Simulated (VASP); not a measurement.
Given:

```
CdZr2
1.0
    0.00000     2.18834     6.99984
    2.18232     0.00000     6.99984
    2.18232     2.18834     0.00000
Zr Cd
2 1
Direct
  0.16690   0.16832   0.83340
  0.83481   0.82841   0.16742
  0.49829   0.50327   0.49918
```

All values below come from LDA (Ceperley-Alder, Perdew-Zunger), VASP's LDA PAW potentials (set 64) (plane waves; VASP). Run with 300 eV cut-off, 5×5×5 Γ-centred mesh, Gaussian smearing of 0.14 eV, potentials Zr_sv Cd.

At this cut-off the stress carries a Pulay error, which pulls relaxed volumes low.

Problem. Which forces act on the atoms, in eV/Å?

Solution. 
```csv
atom,Fx,Fy,Fz
Zr1,-0.021,0.001,0.042
Zr2,0.037,-0.018,0.029
Cd3,-0.016,0.017,-0.071
```

Problem. Give the stress tensor in GPa (positive for a compressed cell).

Solution. 
```
-7.58   0.00   0.03
 0.00  -7.63  -0.01
 0.03  -0.01  -6.59
```
The pressure is its mean diagonal, -7.27 GPa.

The structure comes from a computed database's Zr2Cd entry; how it stands against other phases isn't given here. The cell was not relaxed at this level, atoms are displaced from their ideal sites. The k-mesh is coarse (spacing up to 0.42 per Å, 2π included), so the numbers may not be converged in it.
